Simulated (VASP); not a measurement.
HfRu3 under changes of volume

One of the cells (15.785 Å³/atom); the others are scaled copies at fixed shape and fractional positions:

```
CELL_PARAMETERS angstrom
3.98197 0.00000 0.00000
0.00000 3.98197 0.00000
0.00000 0.00000 3.98197
ATOMIC_POSITIONS crystal
Hf 0.00000 0.00000 0.00000
Ru 0.00000 0.50000 0.50000
Ru 0.50000 0.00000 0.50000
Ru 0.50000 0.50000 0.00000
```

The cell comes from a database or a generator and needn't be the stable form of this composition.

| Property | Result |
| --- | --- |
| Program | VASP 6.6.1 |
| Functional | PBE |
| Potentials or basis | VASP PAW PBE potentials, release 64 (Hf_pv, Ru_pv) |
| Cutoff | 520 eV |
| k mesh | 7 × 7 × 7 |
| Occupations | fermi-dirac, width 0.05 eV |
| Spin | no spin polarisation |

```tsv
volume (Å³/atom)	energy over the lowest point (meV/atom)	pressure (GPa)
14.547	?	?
14.856	10.82	8.3
15.166	0.00	2.9
15.785	6.69	-6.2
16.094	22.23	-10.0
16.404	44.77	-13.4
```

Question: What does the run at 14.547 Å³/atom give?

Answer: Energy over the lowest point 32.57 meV/atom; pressure 14.2 GPa.

Worked out: A Birch-Murnaghan fit of order 3 (a polynomial in V^(-2/3)) to the other rows has its minimum at 15.35 Å³/atom with B0 = V·E''(V) = 234 GPa and B' = 4.6. It gives 32.56 meV/atom at 14.547 Å³/atom, against the run's 32.57, and -dE/dV = 14.3 GPa, against 14.2.

Energies are extrapolated to zero smearing.
